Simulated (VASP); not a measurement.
Here is the system:

```
BeSe
1.0
    0.00000     2.57000     2.57000
    2.57000     0.00000     2.57000
    2.57000     2.57000     0.00000
Be Se
1 1
Cartesian
  0.00000   0.00000   0.00000
  1.28500   1.28500   1.28500
```

Method: G0W0 on PBE orbitals, VASP's PBE PAW potentials (set 64) (plane waves; VASP). Run with PREC = Normal, 500 eV cut-off, 4×4×4 Γ-centred mesh, Gaussian smearing of 0.010 eV, potentials Be_sv_GW Se_GW.

The mesh is coarse and the basis finite, so the quasiparticle values are not converged.

NBANDS = 64, ENCUTGW = 150 eV, NOMEGA = 64. The PBE levels (eV) that the step starts from are:

```tsv
state	KS energy	filling
k1 (0.00, 0.00, 0.00), band 2	-10.53	2
k1 (0.00, 0.00, 0.00), band 3	3.26	2
k1 (0.00, 0.00, 0.00), band 4	3.26	2
k1 (0.00, 0.00, 0.00), band 5	3.26	2
k1 (0.00, 0.00, 0.00), band 6	7.67	0
k1 (0.00, 0.00, 0.00), band 7	8.24	0
k1 (0.00, 0.00, 0.00), band 8	8.24	0
k1 (0.00, 0.00, 0.00), band 9	8.24	0
k5 (0.50, 0.25, 0.00), band 2	-8.99	2
k5 (0.50, 0.25, 0.00), band 3	-1.64	2
k5 (0.50, 0.25, 0.00), band 4	0.29	2
k5 (0.50, 0.25, 0.00), band 5	1.25	2
k5 (0.50, 0.25, 0.00), band 6	7.34	0
k5 (0.50, 0.25, 0.00), band 7	10.40	0
k5 (0.50, 0.25, 0.00), band 8	11.37	0
k5 (0.50, 0.25, 0.00), band 9	11.75	0
```

Q: Give the quasiparticle energies and renormalisation factors Z.

A: 
```
state                          QP energy (eV)     Z
-----------------------------  --------------  ----
k1 (0.00, 0.00, 0.00), band 2          -11.76  0.75
k1 (0.00, 0.00, 0.00), band 3            2.48  0.80
k1 (0.00, 0.00, 0.00), band 4            2.48  0.80
k1 (0.00, 0.00, 0.00), band 5            2.48  0.80
k1 (0.00, 0.00, 0.00), band 6            8.41  0.80
k1 (0.00, 0.00, 0.00), band 7            8.94  0.79
k1 (0.00, 0.00, 0.00), band 8            8.94  0.79
k1 (0.00, 0.00, 0.00), band 9            8.94  0.79
k5 (0.50, 0.25, 0.00), band 2          -10.00  0.75
k5 (0.50, 0.25, 0.00), band 3           -2.81  0.77
k5 (0.50, 0.25, 0.00), band 4           -0.71  0.78
k5 (0.50, 0.25, 0.00), band 5            0.33  0.78
k5 (0.50, 0.25, 0.00), band 6            7.82  0.80
k5 (0.50, 0.25, 0.00), band 7           10.99  0.79
k5 (0.50, 0.25, 0.00), band 8           12.15  0.78
k5 (0.50, 0.25, 0.00), band 9           12.54  0.78
```
On the mesh the gap opens from 2.59 to 3.76 eV.

The compound is BeSe in the zinc blende structure. The cell was not relaxed at this level. The k-mesh is coarse (spacing up to 0.53 per Å, 2π included), so the numbers may not be converged in it.
